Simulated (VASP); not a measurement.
VASP input:

**KPOINTS**
```
Automatic mesh
0
Gamma
17 17 12
0 0 0
```

INCAR:
```
ALGO  =  Normal
EDIFF  =  1E-7
ENCUT  =  400
GGA  =  PS
ISIF  =  2
ISMEAR  =  -5
LASPH  =  .TRUE.
LCHARG  =  .TRUE.
LMAXMIX  =  4
LORBIT  =  11
LREAL  =  .FALSE.
LWAVE  =  .FALSE.
NEDOS  =  601
NELM  =  100
PREC  =  Accurate
SYSTEM  =  MnSi
```

### POSCAR
```
MnSi
1.0
  2.7102385974   0.0000000000   0.0000000000
 -1.3551192987   2.3471352903   0.0000000000
  0.0000000000   0.0000000000   3.5149184939
Mn Si
1 1
Cart
  0.0000000000   0.0000000000   3.5149184939
  1.3551206538   0.7823776477   1.7574592470
```

POTCAR, in this order: Mn_pv Si (PBE.64 set). Program: vasp_std.

Q: Write an equivalent input for Ansatz.

A: One equivalent input (not run):
Ansatz 0.2 input:
```yaml
crystal:
  lattice:
    - [2.7102386, 0.0000000, 0.0000000]
    - [-1.3551193, 2.3471353, 0.0000000]
    - [0.0000000, 0.0000000, 3.5149185]
  atoms:
    - { symbol: Mn, position: [0.0000000, 0.0000000, 1.0000000] }
    - { symbol: Si, position: [0.6666670, 0.3333330, 0.5000000] }
kpoints:
  mp_grid: { grid: [17, 17, 12] }
hamiltonian:
  xc: pbesol
  pseudopotentials: { kind: paw }
scf:
  occupations: { method: tetrahedron }
  max_iter: 100
output: { forces: true, stress: true, eigenvalues: true }
```
Limits of the translation: each code has its own PAW files, so the cut-off isn't converted (ENCUT is set for VASP's; basis.ecutwfc is left out, and Ansatz then takes the one that its files recommend); Ansatz stops its SCF on the density residual and VASP on the energy change (EDIFF).

The structure was generated: MnSi was put into the WC type (P-6m2), which need not be its known phase. It was relaxed first, which changed the volume by -22 %.
